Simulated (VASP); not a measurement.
Computed with revTPSS meta-GGA, VASP's PBE PAW potentials (set 64) (plane waves; VASP).

A VASP calculation is set up with these files.

INCAR:
```
LMIXTAU=.TRUE.
LWAVE=.FALSE.
ALGO=Normal
NELM=100   ! most electronic steps
EDIFF=1E-7
LMAXMIX=4
LREAL=.FALSE.   ! projection in real space or not
ENCUT=520   ! plane-wave cut-off (eV)
PREC=Accurate
METAGGA=RTPSS
NEDOS=601
LASPH=.TRUE.   ! aspherical one-centre terms
ISIF=2
ISMEAR=-5
LORBIT=11   ! lm-projected
SYSTEM=ZrC
LCHARG=.FALSE.
```

File POSCAR:
```
ZrC
4.697490
  0.0000000000   0.4999999705   0.4999999705
  0.4999999705   0.0000000000   0.4999999705
  0.4999999705   0.4999999705   0.0000000000
Zr C
1 1
direct
  0.0000000000   0.0000000000   0.0000000000
  0.5000000000   0.5000000000   0.5000000000
```

**KPOINTS_OPT**
```
k-points along high-symmetry lines
10
Line-mode
Reciprocal
  0.000000   0.000000   0.000000 ! GAMMA
  0.500000   0.000000   0.500000 ! X

  0.500000   0.000000   0.500000 ! X
  0.625000   0.250000   0.625000 ! U

  0.375000   0.375000   0.750000 ! K
  0.000000   0.000000   0.000000 ! GAMMA

  0.000000   0.000000   0.000000 ! GAMMA
  0.500000   0.500000   0.500000 ! L

  0.500000   0.500000   0.500000 ! L
  0.500000   0.250000   0.750000 ! W

  0.500000   0.250000   0.750000 ! W
  0.500000   0.000000   0.500000 ! X
```

KPOINTS:
```
Automatic mesh
0
Gamma
15 15 15
```

POTCAR, in this order: Zr_sv C (PBE.64 set). Program: vasp_std.

**Question.** Estimate the energy per atom (σ→0), band gap (over mesh and band path).

**Answer.** 
* **energy per atom (σ→0)**: -5.033 eV/atom
* **band gap (over mesh and band path)**: none (metal, semimetal or under 0.01 eV)

**OSZICAR**
```
...
DAV:  15    -0.100666903810E+02    0.76400E-04   -0.18958E-05  4360   0.369E-02    0.329E-02
DAV:  16    -0.100668676031E+02   -0.17722E-03   -0.16173E-04  4008   0.132E-01    0.964E-03
DAV:  17    -0.100668658209E+02    0.17821E-05   -0.45600E-06  3436   0.293E-02    0.798E-03
DAV:  18    -0.100668665874E+02   -0.76648E-06   -0.51376E-07  3664   0.590E-03    0.679E-03
DAV:  19    -0.100668667119E+02   -0.12449E-06   -0.58025E-07  3372   0.793E-03    0.175E-03
DAV:  20    -0.100668667936E+02   -0.81700E-07   -0.14963E-07  2228   0.416E-03
   1 F= -.10066867E+02 E0= -.10066867E+02  d E =0.000000E+00
       N       E                     dE             ncg
```

The compound is ZrC in the rock salt structure. It was relaxed first.
